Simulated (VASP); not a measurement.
A cell of CuAu (L1_0) near equilibrium:

```xyz
2
Lattice="2.8673 0.0000 0.0000 0.0000 2.8673 0.0000 0.0000 0.0000 3.5329" Properties=species:S:1:pos:R:3 pbc="T T T"
Cu     0.0000     0.0000     0.0000
Au     1.4337     1.4337     1.7665
```

Level of theory: r2SCAN meta-GGA, VASP's PBE PAW potentials (set 64) (plane waves; VASP).

```tsv
run	ΔE (meV/atom)	σxx	σyy	σzz	largest shear component, with its sign (GPa)	largest force (eV/Å)
as it is	0.0	0.69	0.69	0.06	0.00	0.000
after one change	1.1	0.75	0.75	0.10	0.00	0.168
```
Stress is in GPa, positive when the cell is compressed.

### Question
What was changed between the two runs?
A. atom 2 (Au) moved by -0.025 Å along z
B. isotropic strain of +2.0 %
C. biaxial strain of -1.0 % in the yz plane
D. atom 2 (Au) moved by 0.200 Å along z

### Answer
A, atom 2 (Au) moved by -0.025 Å along z

The compound is CuAu in the L1_0 structure.
